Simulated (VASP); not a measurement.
# CaSc in VASP: further runs

One sheet, CaSc, is run at these levels: PBE, BEEF-vdW, LDA, PBEsol; tasks: work function, core levels.

Program: VASP 6.6.1. These are calculated values, not measurements. Logs are shortened: lines on timing, memory, paths and dates and some standing lists are left out, and cuts for length are marked.

## Step 1: The structure

The cell holds a sheet with vacuum, 2 atoms: a = 6.537 Å, b = 3.205 Å, c = 23.800 Å, α = 90.00°, β = 90.00°, γ = 90.00°.

The cell was built by a generator and needn't be a form met in nature.

## Step 2: Work function, PBE

Contents of INCAR:

```
ALGO = Normal
DIPOL = 0.5 0.5 0.294
EDIFF = 1E-6
ENCUT = 520
GGA = PE
IDIPOL = 3
ISIF = 2
ISMEAR = 0
LASPH = True
LCHARG = True
LDIPOL = True
LELF = True
LREAL = False
LVACPOTAV = True
LVHAR = True
LWAVE = False
NELM = 100
PREC = Accurate
SIGMA = 0.05
```

Contents of KPOINTS:

```
k-points
0
Gamma
  4 8 1
```

Contents of POSCAR:

```
CaSc
1.0
    6.5366700000      0.0000000000      0.0000000000
    0.0000000000      3.2053400000      0.0000000000
    0.0000000000      0.0000000000     23.8000000000
Ca Sc
1 1
Direct
    0.0000000000      0.0000000000      0.2941200000
    0.5000000000      0.0000000000      0.2941200000
```

Potentials or basis: VASP PAW PBE potentials, release 64 (Ca_sv, Sc_sv).

Command:

```console
$ cat potpaw_PBE.64/Ca_sv/POTCAR potpaw_PBE.64/Sc_sv/POTCAR > POTCAR
$ mpirun -np 1 vasp_std > vasp.out
```

OUTCAR:

```text
EDIFF = 1E-6
   ENCUT = 520
   GGA = PE
   ISIF = 2
   ISMEAR = 0
   LASPH = True
   LREAL = False
   NELM = 100
   PREC = Accurate

 ion  position               nearest neighbor table
   1  0.000  0.000  0.294-   2 3.27   2 3.27
   2  0.500  0.000  0.294-   1 3.27   1 3.27

  LATTYP: Found a simple orthorhombic cell.
 ALAT       =     3.2053400000
 B/A-ratio  =     2.0393062826
 C/A-ratio  =     7.4251093488

  Lattice vectors:

 A1 = (   0.0000000000,  -3.2053400000,   0.0000000000)
 A2 = (   6.5366700000,   0.0000000000,   0.0000000000)
 A3 = (   0.0000000000,   0.0000000000,  23.8000000000)

Analysis of symmetry for initial positions (statically):
=====================================================================
 Subroutine PRICEL returns:
 Original cell was already a primitive cell.

 Routine SETGRP: Setting up the symmetry group for a
 simple orthorhombic supercell.

 Subroutine GETGRP returns: Found  8 space group operations
 (whereof  4 operations were pure point group operations)
 out of a pool of  8 trial point group operations.

The static configuration has the point symmetry C_2v.
 The point group associated with its full space group is D_2h.

Analysis of symmetry for dynamics (positions and initial velocities):
=====================================================================
 Subroutine PRICEL returns:
 Original cell was already a primitive cell.

 Routine SETGRP: Setting up the symmetry group for a
 simple orthorhombic supercell.

 Subroutine GETGRP returns: Found  8 space group operations
 (whereof  4 operations were pure point group operations)
 out of a pool of  8 trial point group operations.

The dynamic configuration has the point symmetry C_2v.
 The point group associated with its full space group is D_2h.

 Subroutine INISYM returns: Found  8 space group operations
 (whereof  4 operations are pure point group operations),
 and found     1 'primitive' translations

----------------------------------------------------------------------------------------

                                     Primitive cell

  volume of cell :     498.6635

  direct lattice vectors                    reciprocal lattice vectors
     6.536670000  0.000000000  0.000000000     0.152983094  0.000000000  0.000000000
     0.000000000  3.205340000  0.000000000     0.000000000  0.311979384  0.000000000
     0.000000000  0.000000000 23.800000000     0.000000000  0.000000000  0.042016807

  length of vectors
     6.536670000  3.205340000 23.800000000     0.152983094  0.311979384  0.042016807
[... 87 lines left out ...]
   EFERMI_NEDOS =   21; number of points for ismear=-14 and -15
   IALGO  =     38    algorithm
   IMIX   =      4    mixing-type and parameters
     AMIX     =   0.40;   BMIX     =  1.00
     AMIX_MAG =   1.60;   BMIX_MAG =  1.00
  volume/ion in A,a.u.               =     249.33      1682.57
  Fermi-wavevector in a.u.,A,eV,Ry     =   0.569568  1.076327  4.413831  0.324407
  Thomas-Fermi vector in A             =   1.609261
   LORBIT       =      0    0 simple, 1 ext, 2 COOP (PROOUT), +10 PAW based schemes
   GGA     = PE    functional components
   LHFCALC =     F    Hartree Fock is set to
   AEXX    =    0.0000 exact exchange contribution
   IVDW    =     0    specifies the selected vdW correction
   LEPSILON=     F    determine dielectric tensor
   LRPA    =     F    only Hartree local field effects (RPA)
 non-spin polarized calculation
 Gauss-broadening in eV      SIGMA  =   0.05
  energy-cutoff  :      520.00
  volume of cell :      498.66
 maximum number of plane-waves:     13506
 NGX is ok and might be reduce to    50
   NGX = 25   NGY = 11   NGZ = 89

 dipolmoment           0.000000      0.000000     -0.000000 electrons x Angstroem

 number of electron      21.0000001 magnetization

 dipolmoment           0.000000      0.000000      0.000011 electrons x Angstroem

 Free energy of the ion-electron system (eV)
  ---------------------------------------------------
  ext. energy  EPLUGINS =         0.00000000
  ---------------------------------------------------
  free energy    TOTEN  =        -5.03492646 eV

  energy without entropy =       -5.02047736  energy(sigma->0) =       -5.02770191

 E-fermi :  -2.3054     XC(G=0):  -1.8751

 val. band max:       -2.3057831129   @ k =   0.2500   0.3750   0.0000
 cond. band min:      -2.3032650432   @ k =   0.2500   0.1250   0.0000
 fundamental gap:      0.0025180697
 Fermi energy:        -2.3054129202

 k-point     1 :       0.0000    0.0000    0.0000
  band No.  band energies     occupation
      1     -52.7952      2.00000
      2     -44.5881      2.00000
      3     -31.6396      2.00000
      4     -31.3825      2.00000
      5     -31.1126      2.00000
      6     -25.6922      2.00000
      7     -25.5071      2.00000
      8     -25.3473      2.00000
      9      -5.6420      2.00000
     10      -2.8705      2.00000
     11      -2.3747      1.94982
     12      -2.3527      1.81907
     13      -2.0702      0.00000
     14      -1.9463      0.00000
[... 224 lines left out ...]
      1     -52.7719      2.00000
      2     -44.5359      2.00000
      3     -31.6155      2.00000
      4     -31.3555      2.00000
      5     -31.3465      2.00000
      6     -25.8098      2.00000
      7     -25.6388      2.00000
      8     -25.4574      2.00000
      9      -2.6998      2.00000
     10      -2.3896      1.98275
     11      -2.3091      1.08301
     12      -1.6442      0.00000
     13      -1.4441      0.00000
     14      -1.3211      0.00000

------------------------ aborting loop because EDIFF is reached ----------------------------------------

  FORCE on cell =-STRESS in cart. coord.  units (eV):
  Direction    XX          YY          ZZ          XY          YZ          ZX
  --------------------------------------------------------------------------------------
  -------------------------------------------------------------------------------------
  Total       -0.1096917      0.1282114     -0.0161709      0.0000000      0.0000000      0.0000000
  in kB       -0.3524330      0.4119359     -0.0519561      0.0000000      0.0000000      0.0000000
  external PRESSURE =       0.0025156 kB  Pullay stress =       0.0000000 kB

 VOLUME and BASIS-vectors are now :
 -----------------------------------------------------------------------------
  energy-cutoff  :      520.00
  volume of cell :      498.66
      direct lattice vectors                 reciprocal lattice vectors
     6.536670000  0.000000000  0.000000000     0.152983094  0.000000000  0.000000000
     0.000000000  3.205340000  0.000000000     0.000000000  0.311979384  0.000000000
     0.000000000  0.000000000 23.800000000     0.000000000  0.000000000  0.042016807

 POSITION                                       TOTAL-FORCE (eV/Angst)
 -----------------------------------------------------------------------------------
      0.00000      0.00000      7.00006         0.000000      0.000000      0.000000
      3.26833      0.00000      7.00006         0.000000      0.000000     -0.000000
 -----------------------------------------------------------------------------------
    total drift:                                0.000000      0.000000      0.000089

  FREE ENERGIE OF THE ION-ELECTRON SYSTEM (eV)
  ---------------------------------------------------
  free  energy   TOTEN  =        -5.0349264619 eV

  energy  without entropy=       -5.0204773607  energy(sigma->0) =       -5.02770191

 vacuum level on the upper side and lower side of the slab         0.897         0.897
```

OSZICAR:

```text
N       E                     dE             d eps       ncg     rms          rms(c)
DAV:   1     0.181458299289E+03    0.18146E+03   -0.92298E+03   628   0.988E+02
DAV:   2     0.360221778973E+01   -0.17786E+03   -0.17614E+03   592   0.396E+02
DAV:   3    -0.537545798704E+01   -0.89777E+01   -0.85486E+01   692   0.768E+01
[... 16 lines left out ...]
DAV:  20    -0.503487266751E+01   -0.66307E-04   -0.12179E-05   414   0.262E-02    0.367E-03
DAV:  21    -0.503491009631E+01   -0.37429E-04   -0.41562E-06   450   0.156E-02    0.302E-03
DAV:  22    -0.503491749505E+01   -0.73987E-05   -0.37642E-07   456   0.737E-03    0.181E-03
DAV:  23    -0.503492546242E+01   -0.79674E-05   -0.65247E-07   390   0.559E-03    0.102E-03
DAV:  24    -0.503492646191E+01   -0.99950E-06   -0.73060E-08   330   0.352E-03
   1 F= -.50349265E+01 E0= -.50277019E+01  d E =-.144491E-01
```

stdout:

```text
POSCAR found type information on POSCAR CaSc
 POSCAR found :  2 types and       2 ions
 scaLAPACK will be used
 LDA part: xc-table for (Slater+PW92), standard interpolation
 POSCAR, INCAR and KPOINTS ok, starting setup
 FFT: planning ... GRIDC
 FFT: planning ... GRID_SOFT
 FFT: planning ... GRID
 WAVECAR not read
 entering main loop
 -----------------------------------------------------------------------------
|                                                                             |
|           W    W    AA    RRRRR   N    N  II  N    N   GGGG   !!!           |
|           W    W   A  A   R    R  NN   N  II  NN   N  G    G  !!!           |
|           W    W  A    A  R    R  N N  N  II  N N  N  G       !!!           |
|           W WW W  AAAAAA  RRRRR   N  N N  II  N  N N  G  GGG   !            |
|           WW  WW  A    A  R   R   N   NN  II  N   NN  G    G                |
|           W    W  A    A  R    R  N    N  II  N    N   GGGG   !!!           |
|                                                                             |
|     Did not find any points to average over, which means that no vacuum     |
|     field-free region was found. Please increase the size of  your cell     |
|     in the dimension of the dipole correction to obtain accurate            |
|     workfunction values.                                                    |
|                                                                             |
 -----------------------------------------------------------------------------
```

Wall time 2.7 min (1 thread of Intel Xeon Platinum 8375C at 2.90GHz (Ice Lake), shared host); peak memory 0.54 GiB.

What came out:

| Quantity | Value |
| --- | --- |
| Free energy | -5.0349 eV |
| Band gap on the k mesh | none (metal or under the smearing width) |
| Work function of the upper face | 3.20 eV |
| Work function of the lower face | 3.20 eV |

## Step 3: Core levels, BEEF-vdW

Contents of INCAR:

```
SYSTEM = CaSc
ALGO = Normal
EDIFF = 1E-6
ENCUT = 520
GGA = BF
ICORELEVEL = 1
ISIF = 2
ISMEAR = -1
LASPH = .TRUE.
LCHARG = .FALSE.
LREAL = .FALSE.
LUSE_VDW = .TRUE.
LWAVE = .FALSE.
NELM = 60
PREC = Accurate
SIGMA = 0.05
ZAB_VDW = -1.8867
```

Contents of KPOINTS:

```
k-points
0
G
  4 8 1
  0 0 0
```

POSCAR is that of step 2.

Potentials or basis: VASP PAW PBE potentials, release 64 (Ca_sv, Sc_sv).

Command:

```console
$ cat potpaw_PBE.64/Ca_sv/POTCAR potpaw_PBE.64/Sc_sv/POTCAR > POTCAR
$ mpirun -np 1 vasp_std > vasp.out
```

OUTCAR:

```text
SYSTEM = CaSc
   EDIFF = 1E-6
   ENCUT = 520
   GGA = BF
   ISIF = 2
   ISMEAR = -1
   LASPH = .TRUE.
   LREAL = .FALSE.
   NELM = 60
   PREC = Accurate

 ion  position               nearest neighbor table
   1  0.000  0.000  0.294-   2 3.27   2 3.27
   2  0.500  0.000  0.294-   1 3.27   1 3.27

  LATTYP: Found a simple orthorhombic cell.
 ALAT       =     3.2053400000
 B/A-ratio  =     2.0393062826
 C/A-ratio  =     7.4251093488

  Lattice vectors:

 A1 = (   0.0000000000,  -3.2053400000,   0.0000000000)
 A2 = (   6.5366700000,   0.0000000000,   0.0000000000)
 A3 = (   0.0000000000,   0.0000000000,  23.8000000000)

Analysis of symmetry for initial positions (statically):
=====================================================================
 Subroutine PRICEL returns:
 Original cell was already a primitive cell.

 Routine SETGRP: Setting up the symmetry group for a
 simple orthorhombic supercell.

 Subroutine GETGRP returns: Found  8 space group operations
 (whereof  4 operations were pure point group operations)
 out of a pool of  8 trial point group operations.

The static configuration has the point symmetry C_2v.
 The point group associated with its full space group is D_2h.

[... 173 lines left out ...]
      7     -25.9474      2.00000
      8     -25.8016      2.00000
      9      -5.6960      2.00000
     10      -2.9126      1.99992
     11      -2.4711      1.57127
     12      -2.4477      1.39273
     13      -2.1724      0.01846
     14      -2.0667      0.00225
[... 224 lines left out ...]
      1     -53.2298      2.00000
      2     -45.1146      2.00000
      3     -31.9352      2.00000
      4     -31.6927      2.00000
      5     -31.6571      2.00000
      6     -26.2416      2.00000
      7     -26.0923      2.00000
      8     -25.8997      2.00000
      9      -2.8297      1.99958
     10      -2.5244      1.82834
     11      -2.4265      1.20030
     12      -1.7076      0.00000
     13      -1.5684      0.00000
     14      -1.4380      0.00000

------------------------ aborting loop because EDIFF is reached ----------------------------------------

  FORCE on cell =-STRESS in cart. coord.  units (eV):
  Direction    XX          YY          ZZ          XY          YZ          ZX
  --------------------------------------------------------------------------------------
  -------------------------------------------------------------------------------------
  Total        0.0496857     -0.0523353     -0.0180145      0.0000000      0.0000000      0.0000000
  in kB        0.1596374     -0.1681502     -0.0578795      0.0000000      0.0000000      0.0000000
  external PRESSURE =      -0.0221308 kB  Pullay stress =       0.0000000 kB

 VOLUME and BASIS-vectors are now :
 -----------------------------------------------------------------------------
  energy-cutoff  :      520.00
  volume of cell :      498.66
      direct lattice vectors                 reciprocal lattice vectors
     6.536670000  0.000000000  0.000000000     0.152983094  0.000000000  0.000000000
     0.000000000  3.205340000  0.000000000     0.000000000  0.311979384  0.000000000
     0.000000000  0.000000000 23.800000000     0.000000000  0.000000000  0.042016807

 POSITION                                       TOTAL-FORCE (eV/Angst)
 -----------------------------------------------------------------------------------
      0.00000      0.00000      7.00006         0.000000      0.000000     -0.000000
      3.26833      0.00000      7.00006         0.000000      0.000000      0.000000
 -----------------------------------------------------------------------------------
    total drift:                                0.000000     -0.000000      0.000008

  FREE ENERGIE OF THE ION-ELECTRON SYSTEM (eV)
  ---------------------------------------------------
  free  energy   TOTEN  =        -0.1308036424 eV

  energy  without entropy=       -0.0606651364  energy(sigma->0) =       -0.09573439

Total vdW correction in eV:      4.0719485
```

stdout:

```text
POSCAR found type information on POSCAR CaSc
 POSCAR found :  2 types and       2 ions
 scaLAPACK will be used

     **************************************************************************
     Initializing libbeef V0.1.3 with the BEEF-vdW functional.
     Citation: Wellendorff et al., PRB 85, 235149 (2012).
[... 22 lines left out ...]
 -----------------------------------------------------------------------------

 LDA part: xc-table for (Slater+PW92), standard interpolation
 POSCAR, INCAR and KPOINTS ok, starting setup
 FFT: planning ... GRIDC
 FFT: planning ... GRID_SOFT
 FFT: planning ... GRID
 WAVECAR not read
 entering main loop
```

Run time: 9.7 min. Hardware: 1 thread of Intel Xeon Platinum 8375C at 2.90GHz (Ice Lake), shared host; peak memory 1.5 GiB.

Results:

```
Free energy            : -0.1308 eV
Band gap on the k mesh : none (metal or under the smearing width)
```

Levels at points of the mesh, in eV from the Fermi level:
```csv
k point,band 8,band 9,band 10,band 11,band 12,band 13,band 14
"(0.00, 0.00, 0.00)",-23.40,-3.29,-0.51,-0.06,-0.04,0.23,0.34
"(0.50, 0.00, 0.00)",-23.40,-2.44,-2.10,-0.07,0.16,0.24,0.55
"(0.00, 0.50, 0.00)",-23.49,-0.82,-0.37,-0.16,0.50,0.74,1.09
"(0.50, 0.50, 0.00)",-23.49,-0.42,-0.12,-0.02,0.70,0.84,0.97
```

Core levels (eV, on the scale of the bands):
```tsv
atom	levels
1 Ca	1s -3945.6, 2s -410.8, 2p -331.1
2 Sc	1s -4393.7, 2s -471.1, 2p -385.0
```

Caveat: the PAW data sets were made with another functional, which shifts forces and pressure a little.

(Continued in part 2 of 3.)
